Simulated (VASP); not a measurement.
All values below come from PBE GGA, VASP's PBE PAW potentials (set 64) (plane waves; VASP 6.6.1).

The input files of a VASP run:

### KPOINTS
```
Automatic
0
G
 11 11 11
0 0 0
```

### INCAR
```
ENCUT  =  520   # plane-wave cut-off (eV)
LWAVE  =  .False.
SIGMA  =  0.05
LASPH  =  .True.
ALGO  =  Normal   # blocked Davidson
LCHARG  =  .False.
PREC  =  Accurate
ISMEAR  =  0   # Gaussian
ISIF  =  2
EDIFF  =  1E-7   # SCF stop (eV)
GGA  =  PE   # PBE
SYSTEM  =  LiF
NELM  =  100   # most electronic steps
LREAL  =  .False.
```

### POSCAR
```
LiF
1
    0.0000000000     1.9863489867     1.9863489867
    1.9863489867     0.0000000000     1.9863489867
    1.9863489867     1.9863489867     0.0000000000
Li F
1 1
Direct
  0.0000000000   0.0000000000   0.0000000000
  0.5000000000   0.5000000000   0.5000000000
```

POTCAR, in this order: Li_sv F (PBE.64 set). Program: vasp_std.

The resulting files:

File OSZICAR:
```
       N       E                     dE             d eps       ncg     rms          rms(c)
DAV:   1     0.302375197117E+02    0.30238E+02   -0.56974E+03  1056   0.112E+03
DAV:   2    -0.921673043258E+01   -0.39454E+02   -0.37758E+02  1121   0.206E+02
DAV:   3    -0.101268469807E+02   -0.91012E+00   -0.90912E+00  1391   0.302E+01
DAV:   4    -0.101325091961E+02   -0.56622E-02   -0.56587E-02  1368   0.233E+00
DAV:   5    -0.101325249534E+02   -0.15757E-04   -0.15757E-04  1310   0.873E-02    0.454E+00
DAV:   6    -0.961069466391E+01    0.52183E+00   -0.27354E+00  1025   0.131E+01    0.137E+00
DAV:   7    -0.961488721476E+01   -0.41926E-02   -0.20583E-02  1407   0.159E+00    0.847E-01
DAV:   8    -0.962152515583E+01   -0.66379E-02   -0.15485E-02  1378   0.163E+00    0.963E-02
DAV:   9    -0.962161193965E+01   -0.86784E-04   -0.81934E-04  1100   0.315E-01    0.404E-02
DAV:  10    -0.962167070463E+01   -0.58765E-04   -0.13127E-04  1109   0.111E-01    0.707E-03
DAV:  11    -0.962167290896E+01   -0.22043E-05   -0.25338E-06  1380   0.213E-02    0.166E-03
DAV:  12    -0.962167317305E+01   -0.26409E-06   -0.50298E-07  1107   0.839E-03    0.959E-04
DAV:  13    -0.962167319763E+01   -0.24573E-07   -0.47170E-08   751   0.233E-03
   1 F= -.96216732E+01 E0= -.96216732E+01  d E =-.424243E-18
```

OUTCAR:
```
------------------------ aborting loop because EDIFF is reached ----------------------------------------
  FORCE on cell =-STRESS in cart. coord.  units (eV):
  Direction    XX          YY          ZZ          XY          YZ          ZX
  --------------------------------------------------------------------------------------
  Total        0.4989692      0.4989692      0.4989692      0.0000000      0.0000000      0.0000000
  in kB       51.0020536     51.0020536     51.0020536      0.0000000      0.0000000      0.0000000
  external PRESSURE =      51.0020536 kB  Pullay stress =       0.0000000 kB
  volume of cell :       15.67
      direct lattice vectors                 reciprocal lattice vectors
     0.000000000  1.986348987  1.986348987    -0.251718104  0.251718104  0.251718104
     1.986348987  0.000000000  1.986348987     0.251718104 -0.251718104  0.251718104
     1.986348987  1.986348987  0.000000000     0.251718104  0.251718104 -0.251718104
  FREE ENERGIE OF THE ION-ELECTRON SYSTEM (eV)
  ---------------------------------------------------
  free  energy   TOTEN  =        -9.6216731976 eV

  energy  without entropy=       -9.6216731976  energy(sigma->0) =       -9.62167320
```
(Selected blocks of OUTCAR.)

The compound is LiF in the rock salt structure. This cell is one point of a volume scan, at 0.94 of the reference volume.
